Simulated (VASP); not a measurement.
Calculation: PBEsol GGA, VASP's PBE PAW potentials (set 64) (plane waves; VASP 6.6.1).

VASP ran on this input.

File KPOINTS:
```
Automatic mesh
0
Gamma
10 10 4
0 0 0
```

**INCAR**
```
ALGO = Normal   ! blocked Davidson
LREAL = .FALSE.   ! projection in real space or not
EDIFFG = -0.01
LASPH = .TRUE.   ! aspherical one-centre terms
NSW = 30   ! most ionic steps
ENCUT = 520   ! plane-wave cut-off (eV)
ISMEAR = 0
NELM = 100   ! most electronic steps
PREC = Accurate
SYSTEM = BN
GGA = PS   ! PBEsol
LWAVE = .FALSE.
LCHARG = .FALSE.
EDIFF = 1E-7
SIGMA = 0.05   ! width (eV)
IBRION = 2   ! conjugate gradients
ISIF = 4
```

**POSCAR**
```
BN
1.0
  1.2650941648  -2.1912077632   0.0000000000
  1.2650941648   2.1912077632   0.0000000000
  0.0000000000   0.0000000000   6.8899856612
B N
2 2
Direct
  0.3333330000   0.6666670000   0.2500000000
  0.6666670000   0.3333330000   0.7500000000
  0.6666670000   0.3333330000   0.2500000000
  0.3333330000   0.6666670000   0.7500000000
```

POTCAR, in this order: B N (PBE.64 set). Program: vasp_std.

The resulting files:

File OSZICAR:
```
       N       E                     dE             d eps       ncg     rms          rms(c)
DAV:   1     0.576974376045E+02    0.57697E+02   -0.81604E+03  1008   0.122E+03
DAV:   2    -0.357408409355E+02   -0.93438E+02   -0.85816E+02  1484   0.257E+02
DAV:   3    -0.397769855734E+02   -0.40361E+01   -0.40096E+01  1280   0.558E+01
DAV:   4    -0.398185622611E+02   -0.41577E-01   -0.41544E-01  1236   0.622E+00
DAV:   5    -0.398191960547E+02   -0.63379E-03   -0.63370E-03  1268   0.762E-01    0.108E+01
DAV:   6    -0.369032884942E+02    0.29159E+01   -0.74811E+00  1176   0.221E+01    0.492E+00
DAV:   7    -0.366344559801E+02    0.26883E+00   -0.40636E-01  1256   0.562E+00    0.302E+00
DAV:   8    -0.365500540656E+02    0.84402E-01   -0.26706E-01  1232   0.391E+00    0.393E-01
DAV:   9    -0.365472329049E+02    0.28212E-02   -0.10715E-02  1220   0.918E-01    0.163E-01
DAV:  10    -0.365479641573E+02   -0.73125E-03   -0.11138E-03  1216   0.278E-01    0.364E-02
DAV:  11    -0.365480596540E+02   -0.95497E-04   -0.15328E-04  1272   0.108E-01    0.221E-02
DAV:  12    -0.365480591468E+02    0.50718E-06   -0.38322E-05  1180   0.533E-02    0.302E-03
DAV:  13    -0.365480594279E+02   -0.28108E-06   -0.13707E-06  1284   0.107E-02    0.125E-03
DAV:  14    -0.365480595066E+02   -0.78714E-07   -0.11971E-07  1028   0.286E-03
   1 F= -.36548060E+02 E0= -.36548060E+02  d E =-.365481E+02
       N       E                     dE             d eps       ncg     rms          rms(c)
DAV:   1    -0.366377883424E+02   -0.89729E-01   -0.30086E+00  1008   0.155E+01    0.109E+00
DAV:   2    -0.365914426803E+02    0.46346E-01   -0.49504E-02  1220   0.197E+00    0.613E-01
DAV:   3    -0.365710112746E+02    0.20431E-01   -0.42636E-02  1236   0.156E+00    0.150E-01
DAV:   4    -0.365708272379E+02    0.18404E-03   -0.24985E-03  1228   0.467E-01    0.548E-02
DAV:   5    -0.365707720472E+02    0.55191E-04   -0.94988E-04  1228   0.256E-01    0.493E-02
DAV:   6    -0.365707560276E+02    0.16020E-04   -0.19571E-04  1224   0.125E-01    0.409E-03
DAV:   7    -0.365707587135E+02   -0.26859E-05   -0.68532E-06  1232   0.247E-02    0.489E-03
DAV:   8    -0.365707591946E+02   -0.48112E-06   -0.45310E-07  1228   0.530E-03    0.324E-03
DAV:   9    -0.365707590759E+02    0.11871E-06   -0.63004E-07  1200   0.634E-03    0.360E-04
DAV:  10    -0.365707590762E+02   -0.34402E-09   -0.25127E-08   648   0.147E-03
   2 F= -.36570759E+02 E0= -.36570759E+02  d E =-.226996E-01
       N       E                     dE             d eps       ncg     rms          rms(c)
DAV:   1    -0.365708393589E+02   -0.80283E-04   -0.27730E-03  1048   0.473E-01    0.333E-02
DAV:   2    -0.365707974944E+02    0.41865E-04   -0.46619E-05  1232   0.596E-02    0.187E-02
DAV:   3    -0.365707792704E+02    0.18224E-04   -0.36992E-05  1232   0.458E-02    0.440E-03
DAV:   4    -0.365707790583E+02    0.21204E-06   -0.17506E-06  1224   0.125E-02    0.137E-03
DAV:   5    -0.365707790724E+02   -0.14087E-07   -0.61394E-07  1208   0.654E-03
   3 F= -.36570779E+02 E0= -.36570779E+02  d E =-.227196E-01
```

### OUTCAR
```
------------------------ aborting loop because EDIFF is reached ----------------------------------------
  FORCE on cell =-STRESS in cart. coord.  units (eV):
  Direction    XX          YY          ZZ          XY          YZ          ZX
  --------------------------------------------------------------------------------------
  Total       -0.0411080     -0.0411081     -0.0457019      0.0000000     -0.0000000     -0.0000000
  in kB       -1.7241801     -1.7241807     -1.9168570      0.0000000     -0.0000000     -0.0000000
  external PRESSURE =      -1.7884059 kB  Pullay stress =       0.0000000 kB
  volume of cell :       38.20
      direct lattice vectors                 reciprocal lattice vectors
     1.252954133 -2.170180585 -0.000000000     0.399056906 -0.230395573  0.000000000
     1.252954133  2.170180585  0.000000000     0.399056906  0.230395573  0.000000000
    -0.000000000  0.000000000  7.024148456     0.000000000 -0.000000000  0.142366012
  FREE ENERGIE OF THE ION-ELECTRON SYSTEM (eV)
  ---------------------------------------------------
  free  energy   TOTEN  =       -36.5707790724 eV

  energy  without entropy=      -36.5707790724  energy(sigma->0) =      -36.57077907

 reached required accuracy - stopping structural energy minimisation
```
(Selected blocks of OUTCAR.)

### CONTCAR
```
BN
   1.00000000000000
     1.2529541328400071   -2.1701805845431208   -0.0000000000000000
     1.2529541328400071    2.1701805845431208    0.0000000000000000
    -0.0000000000000000    0.0000000000000000    7.0241484558432044
  B               N
     2     2
Direct
     0.3333330000000032    0.6666669999999968    0.2500000000000000
     0.6666669999999968    0.3333330000000032    0.7500000000000000
     0.6666669999999968    0.3333330000000032    0.2500000000000000
     0.3333330000000032    0.6666669999999968    0.7500000000000000
```

Without a dispersion term in the relaxation, distances and binding between the weakly bound layers, chains or molecules are unreliable, and so is what depends on them.

The compound is BN in the hex structure. This cell is one point of a volume scan, at 1.03 of the reference volume. Symmetry was kept, so distortions that lower it aren't found.
